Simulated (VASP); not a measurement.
Data:

```xyz
8
Lattice="6.5003 0.0000 0.0000 0.0000 6.5003 0.0000 0.0000 0.0000 6.5003" Properties=species:S:1:pos:R:3 pbc="T T T"
Cd     0.0545     6.4458     6.4458
Cd     3.1957     3.3046     6.4458
Cd     3.1957     6.4458     3.3046
Cd     0.0545     3.3046     3.3046
Te     1.6251     1.6251     1.6251
Te     4.8752     4.8752     1.6251
Te     4.8752     1.6251     4.8752
Se     1.6251     4.8752     4.8752
```

Computed with PBE GGA, VASP's PBE PAW potentials (set 64) (plane waves; VASP). Settings: 400 eV cut-off, 4×4×4 Γ-centred mesh, Gaussian smearing of 0.050 eV, potentials Cd Te Se.

Unless said otherwise, spin-orbit coupling is left out, though it shifts the bands of the heavy elements here.

**Question.** Predict the energy per atom (σ→0), band gap (on the k-mesh) with the smallest direct gap where there is one.

**Answer.** 
```json
{
  "band gap (on the k-mesh)": "0.49 eV",
  "smallest direct gap (on the k-mesh)": "0.49 eV",
  "energy per atom (σ→0)": "-2.481 eV/atom"
}
```

The structure was generated: Cd4SeTe3 was put into an ordered model structure (P-43m), which need not be its known phase. It was relaxed first, which changed the volume by +6 %.
